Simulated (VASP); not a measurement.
Wanted: the native input for a VASP 6.6.1 run.

| Item | Value |
| --- | --- |
| Task | single point |
| Functional | PBE |
| Potentials or basis | VASP PAW PBE potentials, release 64 (Hf_pv, C) |
| Cutoff | 400 eV |
| k mesh | 12 × 12 × 12 |
| Occupations | gaussian, width 0.1 eV |
| Spin | no spin polarisation |
| Further INCAR settings | ALGO = Fast; EDIFF = 1e-07; NBANDS = 14 |

The structure of HfC lies in POSCAR:

```
HfC
1.0
    0.0000000000      2.3250000000      2.3250000000
    2.3250000000      0.0000000000      2.3250000000
    2.3250000000      2.3250000000      0.0000000000
Hf C
1 1
Direct
    0.5000000000      0.5000000000      0.5000000000
    0.0000000000      0.0000000000      0.0000000000
```

One way to write it, as run:

INCAR

```
PREC = Accurate
ENCUT = 400
EDIFF = 1E-7
ISMEAR = 0
SIGMA = 0.1
LREAL = False
LASPH = True
NELM = 100
ALGO = Fast
ISIF = 2
LWAVE = False
LCHARG = False
GGA = PE
NBANDS = 14
```

KPOINTS

```
regular mesh
0
Gamma
  12 12 12
```

Potentials or basis: VASP PAW PBE potentials, release 64 (Hf_pv, C).

Command:

```bash
$ cat potpaw_PBE.64/Hf_pv/POTCAR potpaw_PBE.64/C/POTCAR > POTCAR
$ mpirun -np 1 vasp_std > vasp.out
```

Results of the run:

- Band gap on the k mesh: none (metal or under the smearing width)

It took 14 s on 1 thread of AMD EPYC 9R45 96-Core Processor (Zen 5), on a shared host, peak memory 0.12 GiB.
